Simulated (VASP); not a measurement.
Calculation: optB86b-vdW, VASP's PBE PAW potentials (set 64) (plane waves; VASP).

A VASP calculation is set up with these files.

### KPOINTS
```
Automatic mesh
0
Gamma
8 8 8
0 0 0
```

### POSCAR
```
PbS
1
    0.0000000000     2.9149764774     2.9149764774
    2.9149764774     0.0000000000     2.9149764774
    2.9149764774     2.9149764774     0.0000000000
Pb S
1 1
Direct
  0.0000000000   0.0000000000   0.0000000000
  0.5000000000   0.5000000000   0.5000000000
```

### INCAR
```
LREAL = .False.   ! projection in real space or not
NELM = 100   ! most electronic steps
SIGMA = 0.05
PREC = Accurate
ALGO = Normal   ! blocked Davidson
ISMEAR = 0   ! Gaussian
LCHARG = .False.
LASPH = .True.   ! aspherical one-centre terms
LMAXMIX = 4
EDIFF = 1E-7   ! SCF stop (eV)
ISIF = 2
LUSE_VDW = .True.
GGA = MK
LWAVE = .False.
PARAM1 = 0.1234
SYSTEM = PbS
ENCUT = 520
AGGAC = 0.0
PARAM2 = 1.0
```

POTCAR, in this order: Pb_d S (PBE.64 set). Program: vasp_std.

The run wrote:

### OSZICAR
```
       N       E                     dE             d eps       ncg     rms          rms(c)
DAV:   1     0.166777146415E+03    0.16678E+03   -0.99015E+03   818   0.150E+03
DAV:   2     0.908743244225E+01   -0.15769E+03   -0.15383E+03   830   0.367E+02
DAV:   3    -0.434387042377E+01   -0.13431E+02   -0.13352E+02  1082   0.111E+02
DAV:   4    -0.466241484001E+01   -0.31854E+00   -0.31838E+00   920   0.194E+01
DAV:   5    -0.467317197156E+01   -0.10757E-01   -0.10757E-01  1186   0.349E+00    0.503E+00
DAV:   6    -0.423996494379E+01    0.43321E+00   -0.13181E+00  1228   0.954E+00    0.356E+00
DAV:   7    -0.424070829918E+01   -0.74336E-03   -0.14245E-01   858   0.223E+00    0.195E+00
DAV:   8    -0.424368312195E+01   -0.29748E-02   -0.13843E-02   942   0.159E+00    0.139E-01
DAV:   9    -0.424343315015E+01    0.24997E-03   -0.24066E-03  1262   0.547E-01    0.816E-02
DAV:  10    -0.424354790370E+01   -0.11475E-03   -0.25803E-04   866   0.138E-01    0.391E-02
DAV:  11    -0.424355670396E+01   -0.88003E-05   -0.70516E-05  1110   0.108E-01    0.202E-02
DAV:  12    -0.424355728229E+01   -0.57833E-06   -0.43350E-06  1016   0.198E-02    0.318E-03
DAV:  13    -0.424355742509E+01   -0.14280E-06   -0.18649E-07   810   0.604E-03    0.130E-03
DAV:  14    -0.424355743673E+01   -0.11633E-07   -0.32250E-08   640   0.229E-03
   1 F= -.42435574E+01 E0= -.42435406E+01  d E =-.337186E-04
```

**OUTCAR**
```
------------------------ aborting loop because EDIFF is reached ----------------------------------------
  FORCE on cell =-STRESS in cart. coord.  units (eV):
  Direction    XX          YY          ZZ          XY          YZ          ZX
  --------------------------------------------------------------------------------------
  Total        1.2764330      1.2764330      1.2764330      0.0000000      0.0000000     -0.0000000
  in kB       41.2832088     41.2832088     41.2832088      0.0000000      0.0000000     -0.0000000
  external PRESSURE =      41.2832088 kB  Pullay stress =       0.0000000 kB
  volume of cell :       49.54
      direct lattice vectors                 reciprocal lattice vectors
     0.000000000  2.914976477  2.914976477    -0.171527971  0.171527971  0.171527971
     2.914976477  0.000000000  2.914976477     0.171527971 -0.171527971  0.171527971
     2.914976477  2.914976477  0.000000000     0.171527971  0.171527971 -0.171527971
  FREE ENERGIE OF THE ION-ELECTRON SYSTEM (eV)
  ---------------------------------------------------
  free  energy   TOTEN  =        -4.2435574367 eV

  energy  without entropy=       -4.2435237181  energy(sigma->0) =       -4.24354058
```
(Selected blocks of OUTCAR.)

The compound is PbS in the rock salt structure. This cell is one point of a volume scan, at 0.94 of the reference volume.
